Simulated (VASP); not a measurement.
# Mn6PtRh (P4/mmm) in VASP: single point with PBE

Aim: the single point of Mn6PtRh with PBE.

All numbers are computed with VASP 6.6.1; they aren't measurements. Logs are shortened: lines on timing, memory, paths and dates and some standing lists are left out, and cuts for length are marked.

### 1 The structure

Symmetry: P4/mmm, No. 123, tetragonal system. Conventional cell: a = 3.855 Å, b = 3.855 Å, c = 7.660 Å, α = 90.00°, β = 90.00°, γ = 90.00°. Mn (site symmetry 4/mmm) has 4 Pt at 2.73 Å and 8 Mn at 2.73 Å as nearest neighbours. Mn (site symmetry 4/mmm) has 8 Mn at 2.70 Å and 4 Rh at 2.73 Å as nearest neighbours. Mn (site symmetry 2mm) has 8 Mn at 2.70 to 2.73 Å and 2 Rh at 2.70 Å and 2 Pt at 2.73 Å as nearest neighbours. Rh (site symmetry 4/mmm) has 12 Mn at 2.70 to 2.73 Å as nearest neighbours. Around Pt (site symmetry 4/mmm) lie 12 Mn at 2.73 Å.

The cell comes from a database or a generator and needn't be the stable form of this composition.

### 2 Single point, PBE, collinear spin, typed start

INCAR reads:

```
SYSTEM = Mn6PtRh
PREC     = Accurate       ! precision mode
ENCUT    = 520            ! plane-wave cutoff, eV
EDIFF    = 1E-6           ! SCF threshold, eV
ISMEAR   = 0              ! smearing method
SIGMA    = 0.1            ! smearing width, eV
LREAL    = .FALSE.        ! projectors in reciprocal space
LASPH    = .TRUE.         ! aspherical terms in the spheres
NELM     = 150            ! most SCF steps
ALGO     = Normal         ! electronic algorithm
ISIF     = 2              ! what is computed and relaxed
LWAVE    = .FALSE.        ! write WAVECAR
LCHARG   = .FALSE.        ! write CHGCAR
ISPIN    = 2              ! spin polarisation
MAGMOM   = -4 -4 4 4 4 4 0 0 ! initial moments
LORBIT   = 11             ! projections on sites
LMAXMIX  = 4              ! l up to which the mixer works
GGA      = PE             ! functional
NBANDS   = 66             ! bands
```

KPOINTS reads:

```
regular mesh
0
G
  4 4 2
  0 0 0
```

POSCAR reads:

```
Mn6PtRh
1.0
    3.8548171500      0.0000000000      0.0000000000
    0.0000000000      3.8548171500      0.0000000000
    0.0000000000      0.0000000000      7.6601138100
Mn Rh Pt
6 1 1
Direct
    0.5000000000      0.5000000000      0.0000000000
    0.5000000000      0.5000000000      0.5000000000
    0.5000000000      0.0000000000      0.2530516400
    0.5000000000      0.0000000000      0.7469483600
    0.0000000000      0.5000000000      0.2530516400
    0.0000000000      0.5000000000      0.7469483600
    0.0000000000      0.0000000000      0.5000000000
    0.0000000000      0.0000000000      0.0000000000
```

Potentials or basis: VASP PAW PBE potentials, release 64 (Mn_pv, Rh_pv, Pt).

Launch:

```console
$ cat potpaw_PBE.64/Mn_pv/POTCAR potpaw_PBE.64/Rh_pv/POTCAR potpaw_PBE.64/Pt/POTCAR > POTCAR
$ mpirun -np 1 vasp_std > vasp.out
```

OUTCAR:

```text
SYSTEM = Mn6PtRh
   PREC = Accurate
   ENCUT = 520
   EDIFF = 1E-6
   ISMEAR = 0
   LREAL = .FALSE.
   LASPH = .TRUE.
   NELM = 150
   ISIF = 2
   ISPIN = 2
   LORBIT = 11
   GGA = PE

 ion  position               nearest neighbor table
   1  0.500  0.500  0.000-   8 2.73   8 2.73   8 2.73   8 2.73   3 2.73   3 2.73   4 2.73   4 2.73
                             5 2.73   6 2.73   5 2.73   6 2.73
   2  0.500  0.500  0.500-   3 2.70   4 2.70   5 2.70   6 2.70   3 2.70   4 2.70   5 2.70   6 2.70
                             7 2.73   7 2.73   7 2.73   7 2.73
   3  0.500  0.000  0.253-   2 2.70   7 2.70   2 2.70   7 2.70   5 2.73   5 2.73   5 2.73   5 2.73
                             1 2.73   1 2.73   8 2.73   8 2.73
   4  0.500  0.000  0.747-   2 2.70   7 2.70   2 2.70   7 2.70   6 2.73   6 2.73   6 2.73   6 2.73
                             1 2.73   1 2.73   8 2.73   8 2.73
   5  0.000  0.500  0.253-   2 2.70   7 2.70   7 2.70   2 2.70   3 2.73   3 2.73   3 2.73   3 2.73
                             1 2.73   1 2.73   8 2.73   8 2.73
   6  0.000  0.500  0.747-   2 2.70   7 2.70   7 2.70   2 2.70   4 2.73   4 2.73   4 2.73   4 2.73
                             1 2.73   1 2.73   8 2.73   8 2.73
   7  0.000  0.000  0.500-   3 2.70   4 2.70   5 2.70   6 2.70   5 2.70   6 2.70   3 2.70   4 2.70
                             2 2.73   2 2.73   2 2.73   2 2.73
   8  0.000  0.000  0.000-   1 2.73   1 2.73   1 2.73   1 2.73   6 2.73   3 2.73   5 2.73   6 2.73
                             4 2.73   3 2.73   4 2.73   5 2.73

  LATTYP: Found a simple tetragonal cell.
 ALAT       =     3.8548171500
 C/A-ratio  =     1.9871536086

  Lattice vectors:

 A1 = (   3.8548171500,   0.0000000000,   0.0000000000)
 A2 = (   0.0000000000,   3.8548171500,   0.0000000000)
 A3 = (   0.0000000000,   0.0000000000,   7.6601138100)

Analysis of symmetry for initial positions (statically):
=====================================================================
 Subroutine PRICEL returns:
 Original cell was already a primitive cell.

 Routine SETGRP: Setting up the symmetry group for a
 simple tetragonal supercell.

 Subroutine GETGRP returns: Found 16 space group operations
 (whereof 16 operations were pure point group operations)
 out of a pool of 16 trial point group operations.

The static configuration has the point symmetry D_4h.

Analysis of symmetry for dynamics (positions and initial velocities):
=====================================================================
 Subroutine PRICEL returns:
 Original cell was already a primitive cell.

 Routine SETGRP: Setting up the symmetry group for a
 simple tetragonal supercell.

 Subroutine GETGRP returns: Found 16 space group operations
 (whereof 16 operations were pure point group operations)
 out of a pool of 16 trial point group operations.

The dynamic configuration has the point symmetry D_4h.

Analysis of structural, dynamic, and magnetic symmetry:
=====================================================================
 Subroutine PRICEL returns:
 Original cell was already a primitive cell.

 Routine SETGRP: Setting up the symmetry group for a
 simple tetragonal supercell.

 Subroutine GETGRP returns: Found 16 space group operations
 (whereof 16 operations were pure point group operations)
 out of a pool of 16 trial point group operations.

The overall configuration has the point symmetry D_4h.

 Subroutine INISYM returns: Found 16 space group operations
 (whereof 16 operations are pure point group operations),
 and found     1 'primitive' translations

----------------------------------------------------------------------------------------

                                     Primitive cell

  volume of cell :     113.8263

  direct lattice vectors                    reciprocal lattice vectors
     3.854817150  0.000000000  0.000000000     0.259415677  0.000000000  0.000000000
     0.000000000  3.854817150  0.000000000     0.000000000  0.259415677  0.000000000
     0.000000000  0.000000000  7.660113810     0.000000000  0.000000000  0.130546363

  length of vectors
     3.854817150  3.854817150  7.660113810     0.259415677  0.259415677  0.130546363

  position of ions in fractional coordinates (direct lattice)
     0.500000000  0.500000000  0.000000000
     0.500000000  0.500000000  0.500000000
     0.500000000  0.000000000  0.253051640
     0.500000000  0.000000000  0.746948360
     0.000000000  0.500000000  0.253051640
     0.000000000  0.500000000  0.746948360
     0.000000000  0.000000000  0.500000000
[... 63 lines left out ...]
   ISTART =      0    job   : 0-new  1-cont  2-samecut
   ICHARG =      2    charge: 1-file 2-atom 10-const
   ISPIN  =      2    spin polarized calculation?
   LNONCOLLINEAR =      F non collinear calculations
   LSORBIT =      F    spin-orbit coupling
   LASPH  =      T    aspherical Exc in radial PAW
   ENCUT  =  520.0 eV  38.22 Ry    6.18 a.u.   7.17  7.17 14.24*2*pi/ulx,y,z
   NELM   =    150;   NELMIN=  2; NELMDL= -5     # of ELM steps
   EDIFF  = 0.1E-05   stopping-criterion for ELM
   LREAL  =      F    real-space projection
   EDIFFG = 0.1E-04   stopping-criterion for IOM
   NSW    =      0    number of steps for IOM
   IBRION =     -1    ionic relax: 0-MD 1-quasi-New 2-CG
   NFREE  =      0    steps in history (QN), initial steepest desc. (CG)
   ISIF   =      2    stress and relaxation
   ISYM   =      2    0-nonsym 1-usesym 2-fastsym
   POTIM  = 0.5000    time-step for ionic-motion
   TEBEG  =    0.0;   TEEND  =   0.0 temperature during run
   PSTRESS=    0.0 pullay stress
   NELECT =     103.0000    total number of electrons
   NUPDOWN=      -1.0000    fix difference up-down
   EMIN   =  10.00;   EMAX   =-10.00  energy-range for DOS
   EFERMI =   0.00;   METHOD = LEGACY
   ISMEAR =     0;   SIGMA  =   0.10  broadening in eV -4-tet -1-fermi 0-gaus
   EFERMI_NEDOS =   21; number of points for ismear=-14 and -15
   IALGO  =     38    algorithm
   IMIX   =      4    mixing-type and parameters
     AMIX     =   0.40;   BMIX     =  1.00
     AMIX_MAG =   1.60;   BMIX_MAG =  1.00
  volume/ion in A,a.u.               =      14.23        96.02
  Fermi-wavevector in a.u.,A,eV,Ry     =   1.583457  2.992300 34.114384  2.507336
  Thomas-Fermi vector in A             =   2.683225
   LORBIT       =     11    0 simple, 1 ext, 2 COOP (PROOUT), +10 PAW based schemes
   GGA     = PE    functional components
   LHFCALC =     F    Hartree Fock is set to
   AEXX    =    0.0000 exact exchange contribution
   IVDW    =     0    specifies the selected vdW correction
   LEPSILON=     F    determine dielectric tensor
   LRPA    =     F    only Hartree local field effects (RPA)
 spin polarized calculation
 Gauss-broadening in eV      SIGMA  =   0.10
  energy-cutoff  :      520.00
  volume of cell :      113.83
 maximum number of plane-waves:      3084
 NGX is ok and might be reduce to    30
   NGX = 15   NGY = 15   NGZ = 29

 number of electron     102.9999963 magnetization       6.5603223

 Free energy of the ion-electron system (eV)
  ---------------------------------------------------
  ext. energy  EPLUGINS =         0.00000000
  ---------------------------------------------------
  free energy    TOTEN  =       -68.41889339 eV

  energy without entropy =      -68.37994530  energy(sigma->0) =      -68.39941934

 E-fermi :   8.7452     XC(G=0): -12.6941

 val. band max:        8.7362870681   @ k =   0.2500   0.2500   0.0000
 cond. band min:       8.7512782970   @ k =   0.0000   0.0000   0.5000
 fundamental gap:      0.0149912289
 Fermi energy:         8.7451869499

 spin component 1

 k-point     1 :       0.0000    0.0000    0.0000
  band No.  band energies     occupation
      1     -40.9112      1.00000
      2     -40.9085      1.00000
      3     -40.8791      1.00000
      4     -40.8765      1.00000
      5     -40.8759      1.00000
      6     -40.8759      1.00000
[... 781 lines left out ...]
     62       9.8688      0.00000
     63       9.8688      0.00000
 Fermi energy:         8.7451869499

 spin component 2

 k-point     1 :       0.0000    0.0000    0.0000
  band No.  band energies     occupation
      1     -41.4751      1.00000
      2     -41.4672      1.00000
      3     -41.4672      1.00000
      4     -41.3460      1.00000
      5     -41.3172      1.00000
      6     -41.3172      1.00000
[... 781 lines left out ...]
     62      10.5887      0.00000
     63      10.6122      0.00000
 [bands above 63 left out]

------------------------ aborting loop because EDIFF is reached ----------------------------------------

  FORCE on cell =-STRESS in cart. coord.  units (eV):
  Direction    XX          YY          ZZ          XY          YZ          ZX
  --------------------------------------------------------------------------------------
  -------------------------------------------------------------------------------------
  Total       -3.8565105     -3.8565105     -6.3846329      0.0000000      0.0000000      0.0000000
  in kB      -54.2828095    -54.2828095    -89.8677203      0.0000000      0.0000000      0.0000000
  external PRESSURE =     -66.1444464 kB  Pullay stress =       0.0000000 kB

 VOLUME and BASIS-vectors are now :
 -----------------------------------------------------------------------------
  energy-cutoff  :      520.00
  volume of cell :      113.83
      direct lattice vectors                 reciprocal lattice vectors
     3.854817150  0.000000000  0.000000000     0.259415677  0.000000000  0.000000000
     0.000000000  3.854817150  0.000000000     0.000000000  0.259415677  0.000000000
     0.000000000  0.000000000  7.660113810     0.000000000  0.000000000  0.130546363

 POSITION                                       TOTAL-FORCE (eV/Angst)
 -----------------------------------------------------------------------------------
      1.92741      1.92741      0.00000        -0.000000      0.000000     -0.000000
      1.92741      1.92741      3.83006        -0.000000      0.000000     -0.000000
      1.92741      0.00000      1.93840        -0.000000      0.000000      0.018546
      1.92741      0.00000      5.72171        -0.000000      0.000000     -0.018546
      0.00000      1.92741      1.93840        -0.000000     -0.000000      0.018546
      0.00000      1.92741      5.72171         0.000000      0.000000     -0.018546
      0.00000      0.00000      3.83006        -0.000000      0.000000     -0.000000
      0.00000      0.00000      0.00000        -0.000000      0.000000     -0.000000
 -----------------------------------------------------------------------------------
    total drift:                                0.000000      0.000000      0.000000

  FREE ENERGIE OF THE ION-ELECTRON SYSTEM (eV)
  ---------------------------------------------------
  free  energy   TOTEN  =       -68.4188933856 eV

  energy  without entropy=      -68.3799452955  energy(sigma->0) =      -68.39941934

 total charge

# of ion       s       p       d       tot
------------------------------------------
    1        0.337   6.288   4.895  11.520
    2        0.354   6.296   4.890  11.540
    3        0.336   6.270   4.962  11.567
    4        0.336   6.270   4.962  11.567
    5        0.336   6.270   4.962  11.567
    6        0.336   6.270   4.962  11.567
    7        0.416   6.268   7.124  13.808
    8        0.747   0.643   7.984   9.373
--------------------------------------------------
tot          3.196  44.574  44.740  92.510

 magnetization (x)

# of ion       s       p       d       tot
------------------------------------------
    1       -0.044  -0.071  -3.354  -3.468
    2       -0.047  -0.075  -3.283  -3.404
    3        0.024   0.038   3.173   3.235
    4        0.024   0.038   3.173   3.235
    5        0.024   0.038   3.173   3.235
    6        0.024   0.038   3.173   3.235
    7       -0.015   0.001   0.198   0.184
    8       -0.014  -0.007   0.125   0.104
--------------------------------------------------
tot         -0.025  -0.002   6.380   6.354
```

Wall time 3.1 min (1 thread of AMD EPYC 9R45 (Zen 5), shared host); peak memory 0.31 GiB.

Results:

* Free energy: -68.4189 eV
* Pressure: -6.6 GPa
* Largest force: 0.019 eV/Å
* Band gap on the k mesh: none (metal or under the smearing width)
* Net moment: 6.56 μB per cell
* Site moments: Mn -3.47, -3.40, +3.23; Rh +0.18; Pt +0.10 μB
* Valence electrons inside the program's atomic spheres: Mn 11.52, 11.54, 11.57; Rh 13.81; Pt 9.37

Forces in eV/Å, atoms in the order of the input:
```
Mn   0.000  0.000  0.000
Mn   0.000  0.000  0.000
Mn   0.000  0.000  0.019
Mn   0.000  0.000 -0.019
Mn   0.000  0.000  0.019
Mn   0.000  0.000 -0.019
Rh   0.000  0.000  0.000
Pt   0.000  0.000  0.000
```

Stress tensor (GPa, compression positive):
```
-5.43  0.00  0.00
 0.00 -5.43  0.00
 0.00  0.00 -8.99
```

Caveat: the k mesh is coarse (spacing up to 0.41 Å⁻¹), so the values aren't converged.
